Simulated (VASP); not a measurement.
Output of a VASP run:

File OSZICAR:
```
...
DAV:   1     0.672975972006E+03    0.67298E+03   -0.34997E+04  1464   0.120E+03
DAV:   2    -0.611585551239E+02   -0.73413E+03   -0.71193E+03  1561   0.329E+02
DAV:   3    -0.129034709897E+03   -0.67876E+02   -0.65876E+02  1692   0.130E+02
DAV:   4    -0.132743261580E+03   -0.37086E+01   -0.36782E+01  2144   0.284E+01
DAV:   5    -0.132829156557E+03   -0.85895E-01   -0.85797E-01  2088   0.400E+00    0.385E+01
DAV:   6    -0.164937921561E+03   -0.32109E+02   -0.50920E+02  2054   0.213E+02    0.681E+01
DAV:   7    -0.126666553574E+03    0.38271E+02   -0.14100E+02  2046   0.120E+02    0.224E+01
DAV:   8    -0.125017809782E+03    0.16487E+01   -0.89045E+01  2188   0.112E+02    0.248E+01
DAV:   9    -0.126015792722E+03   -0.99798E+00   -0.60259E+01  2240   0.900E+01    0.235E+01
DAV:  10    -0.121127880841E+03    0.48879E+01   -0.21001E+01  2179   0.494E+01    0.602E+00
DAV:  11    -0.121136333327E+03   -0.84525E-02   -0.20594E+00  2139   0.135E+01    0.529E+00
DAV:  12    -0.121136717527E+03   -0.38420E-03   -0.30027E-01  1859   0.545E+00    0.504E+00
DAV:  13    -0.121125382016E+03    0.11336E-01   -0.28370E-02  1992   0.167E+00    0.474E+00
DAV:  14    -0.121072549593E+03    0.52832E-01   -0.32984E-02  2312   0.199E+00    0.360E+00
DAV:  15    -0.121039643542E+03    0.32906E-01   -0.13098E-01  2115   0.329E+00    0.254E+00
DAV:  16    -0.121035546662E+03    0.40969E-02   -0.19519E-02  1787   0.137E+00    0.221E+00
DAV:  17    -0.121034525532E+03    0.10211E-02   -0.21364E-03  1859   0.343E-01    0.206E+00
DAV:  18    -0.121028328585E+03    0.61969E-02   -0.65326E-03  2259   0.876E-01    0.134E+00
DAV:  19    -0.121023607763E+03    0.47208E-02   -0.72951E-03  2176   0.928E-01    0.716E-01
DAV:  20    -0.121023154042E+03    0.45372E-03   -0.20339E-03  2168   0.324E-01    0.439E-01
DAV:  21    -0.121022821583E+03    0.33246E-03   -0.58637E-04  1966   0.154E-01    0.293E-01
DAV:  22    -0.121022656613E+03    0.16497E-03   -0.16282E-03  2251   0.393E-01    0.526E-02
DAV:  23    -0.121022742330E+03   -0.85717E-04   -0.30854E-04  1656   0.106E-01    0.576E-02
DAV:  24    -0.121022753845E+03   -0.11515E-04   -0.89492E-06   900   0.199E-02    0.569E-02
DAV:  25    -0.121022864745E+03   -0.11090E-03   -0.13163E-04  1641   0.819E-02    0.506E-02
DAV:  26    -0.121022905870E+03   -0.41125E-04   -0.11371E-05  1033   0.242E-02    0.609E-02
DAV:  27    -0.121022920064E+03   -0.14195E-04   -0.12766E-05   916   0.534E-02    0.360E-02
DAV:  28    -0.121022942768E+03   -0.22704E-04   -0.20305E-05  1209   0.434E-02    0.207E-02
DAV:  29    -0.121022957483E+03   -0.14715E-04   -0.76482E-06   867   0.168E-02    0.148E-02
DAV:  30    -0.121022976404E+03   -0.18921E-04   -0.98895E-06   888   0.273E-02    0.101E-02
DAV:  31    -0.121022991002E+03   -0.14598E-04   -0.46652E-06   912   0.739E-03    0.101E-02
DAV:  32    -0.121022995508E+03   -0.45062E-05   -0.18333E-06   842   0.104E-02
   1 F= -.12102300E+03 E0= -.12102586E+03  d E =-.121023E+03
       N       E                     dE             d eps       ncg     rms          rms(c)
DAV:   1    -0.121023363717E+03   -0.37271E-03   -0.32210E-02  1484   0.658E-01    0.417E-02
DAV:   2    -0.121023454424E+03   -0.90707E-04   -0.11315E-03  2040   0.277E-01    0.508E-02
DAV:   3    -0.121023454123E+03    0.30083E-06   -0.35078E-04  2198   0.267E-01    0.455E-02
DAV:   4    -0.121023435565E+03    0.18558E-04   -0.12171E-04  1830   0.166E-01    0.233E-02
DAV:   5    -0.121023444817E+03   -0.92521E-05   -0.98538E-05  1728   0.135E-01
   2 F= -.12102344E+03 E0= -.12102636E+03  d E =-.449308E-03
```

OUTCAR:
```
------------------------ aborting loop because EDIFF is reached ----------------------------------------
  FORCE on cell =-STRESS in cart. coord.  units (eV):
  Direction    XX          YY          ZZ          XY          YZ          ZX
  --------------------------------------------------------------------------------------
  Total       -5.7559683     -3.6031150     -0.7394773      0.0000000      0.0000000      0.0000000
  in kB      -17.6740448    -11.0635801     -2.2706092      0.0000000      0.0000000      0.0000000
  external PRESSURE =     -10.3360780 kB  Pullay stress =       0.0000000 kB
  volume of cell :      521.79
      direct lattice vectors                 reciprocal lattice vectors
     3.756969611  0.000000000  0.000000000     0.266171969  0.000000000  0.000000000
     0.000000000  5.313157864  0.000000000     0.000000000  0.188211987  0.000000000
     0.000000000  0.000000000 26.139821759     0.000000000  0.000000000  0.038255808
 POSITION                                       TOTAL-FORCE (eV/Angst)
 -----------------------------------------------------------------------------------
      0.00000      5.31316      8.36448         0.000000     -0.000000      0.010707
      1.87848      2.65658     10.28462         0.000000     -0.000000     -0.021679
      0.00000      5.31316     12.12052         0.000000     -0.000000      0.003989
      1.87848      2.65658     14.01930         0.000000     -0.000000     -0.003989
      0.00000      5.31316     15.85520         0.000000     -0.000000      0.021679
      1.87848      2.65658     17.77534         0.000000     -0.000000     -0.010707
      1.87848      1.33005      8.43072         0.000000     -0.009931      0.016547
      0.00000      1.31967     10.23158         0.000000      0.000489      0.014095
      0.00000      3.99348     10.23158        -0.000000     -0.000489      0.014095
      1.87848      3.98311      8.43072         0.000000      0.009931      0.016547
      1.87848      1.31568     12.14562         0.000000      0.006464     -0.007587
      0.00000      1.34090     13.99420        -0.000000     -0.006464      0.007587
      3.75697      3.97226     13.99420         0.000000      0.006464      0.007587
      1.87848      3.99747     12.14562         0.000000     -0.006464     -0.007587
      1.87848      1.33691     15.90824         0.000000     -0.000489     -0.014095
      0.00000      1.32653     17.70910        -0.000000      0.009931     -0.016547
      0.00000      3.98663     17.70910        -0.000000     -0.009931     -0.016547
      1.87848      3.97625     15.90824        -0.000000      0.000489     -0.014095
 -----------------------------------------------------------------------------------
    total drift:                                0.000000      0.000000      0.000000
  FREE ENERGIE OF THE ION-ELECTRON SYSTEM (eV)
  ---------------------------------------------------
  free  energy   TOTEN  =      -121.0234448166 eV

  energy  without entropy=     -121.0321842167  energy(sigma->0) =     -121.02635795

 reached required accuracy - stopping structural energy minimisation
```
(Selected blocks of OUTCAR.)

**POSCAR**
```
CoSi2(110) slab
1
    3.7569696113    -0.0000000000    -0.0000000000
   -0.0000000000     5.3131578644     0.0000000000
    0.0000000000     0.0000000000    26.1398217591
Co Si
6 12
Direct
  0.0000000000   0.0000000000   0.3199925301
  0.5000000000   0.5000000000   0.3934309738
  0.0000000000   0.0000000000   0.4637401802
  0.5000000000   0.5000000000   0.5362598198
  0.0000000000   0.0000000000   0.6065690262
  0.5000000000   0.5000000000   0.6800074699
  0.5000000000   0.2504949302   0.3224907913
  0.0000000000   0.2484229626   0.3913634011
  0.0000000000   0.7515770374   0.3913634011
  0.5000000000   0.7495050698   0.3224907913
  0.5000000000   0.2475193053   0.4647024986
  0.0000000000   0.2524806947   0.5352975014
  0.0000000000   0.7475193053   0.5352975014
  0.5000000000   0.7524806947   0.4647024986
  0.5000000000   0.2515770374   0.6086365989
  0.0000000000   0.2495050698   0.6775092087
  0.0000000000   0.7504949302   0.6775092087
  0.5000000000   0.7484229626   0.6086365989
```

### Question
Reconstruct the remaining input files.

### Answer
This is not unique; one that fits is the input of the run itself, PBEsol GGA, plane waves, VASP's PBE PAW potentials (set 64).

**INCAR**
```
ALGO=Normal
DIPOL=0.5 0.5 0.5
EDIFF=1E-5
EDIFFG=-0.03
ENCUT=400
GGA=PS
IBRION=2
IDIPOL=3
ISIF=2
ISMEAR=1
LASPH=.TRUE.
LCHARG=.FALSE.
LDIPOL=.TRUE.
LMAXMIX=4
LREAL=Auto
LWAVE=.TRUE.
NELM=100
NELMIN=4
NSW=120
PREC=Normal
SIGMA=0.1
SYSTEM=CoSi2(110) slab
```

KPOINTS:
```
Automatic mesh
0
G
7 5 1
```

POTCAR, in this order: Co Si (PBE.64 set). Program: vasp_std.

The cell is a thin slab with vacuum, built from CoSi2 (fluorite): (110) face. The run is not spin-polarised, so no magnetic state was tried.
